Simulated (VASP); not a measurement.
These are PBEsol GGA, VASP's PBE PAW potentials (set 64) (plane waves; VASP) values and carry that method's errors.

VASP input:

**POSCAR**
```
Al2In2Sb4
6.3411180
  0.0004060709   0.9995934655   0.9995926886
  1.0000000020  -0.0000004657   0.9999992145
  0.4999997681   0.4999997681   0.0000000000
In Sb Al
2 4 2
Direct
  0.9984023448   0.0005323250   0.0010653302
  0.9984023448   0.5005323250   0.0010653302
  0.1374432624   0.1208520535   0.2417046843
  0.1374432624   0.6208520535   0.2417046843
  0.6128839727   0.1290389034   0.2580771241
  0.6128839727   0.6290389034   0.2580771241
  0.5012704203   0.9995767182   0.9991528615
  0.5012704203   0.4995767182   0.9991528615
```

### KPOINTS
```
Automatic mesh
0
Gamma
4 4 7
0 0 0
```

**INCAR**
```
SYSTEM = Al2In2Sb4
PREC = Accurate
ENCUT = 400
EDIFF = 1E-7
NELM = 100
ALGO = Normal
LREAL = .FALSE.
LASPH = .TRUE.
ISMEAR = -5
GGA = PS
LMAXMIX = 4
LWAVE = .FALSE.
LCHARG = .TRUE.
LORBIT = 11
NEDOS = 601
ISIF = 2
LEFG = .TRUE.
```

POTCAR, in this order: In_d Sb Al (PBE.64 set). Program: vasp_std.

Unless said otherwise, spin-orbit coupling is left out, though it shifts the bands of the heavy elements here.

### Question
What does the run give for the energy per atom (σ→0), band gap (on the k-mesh)?

### Answer

```
Property                           Value
------------------------  --------------
energy per atom (σ→0)     -4.127 eV/atom
band gap (on the k-mesh)         0.41 eV
```

File OSZICAR:
```
...
DAV:   8    -0.330158233062E+02    0.46841E-02   -0.48340E-02  5126   0.215E+00    0.639E-01
DAV:   9    -0.330169448948E+02   -0.11216E-02   -0.46368E-03  4164   0.552E-01    0.877E-02
DAV:  10    -0.330170719490E+02   -0.12705E-03   -0.44254E-04  5332   0.214E-01    0.648E-02
DAV:  11    -0.330171306071E+02   -0.58658E-04   -0.99584E-05  4418   0.520E-02    0.189E-02
DAV:  12    -0.330171446525E+02   -0.14045E-04   -0.15770E-05  4343   0.177E-02    0.117E-02
DAV:  13    -0.330171457689E+02   -0.11164E-05   -0.21189E-06  3630   0.760E-03    0.419E-03
DAV:  14    -0.330171457516E+02    0.17250E-07   -0.35281E-07  3603   0.526E-03
   1 F= -.33017146E+02 E0= -.33017146E+02  d E =0.000000E+00
```

The structure was generated: Al2In2Sb4 was put into an ordered model structure (R3m), which need not be its known phase. It was relaxed first.
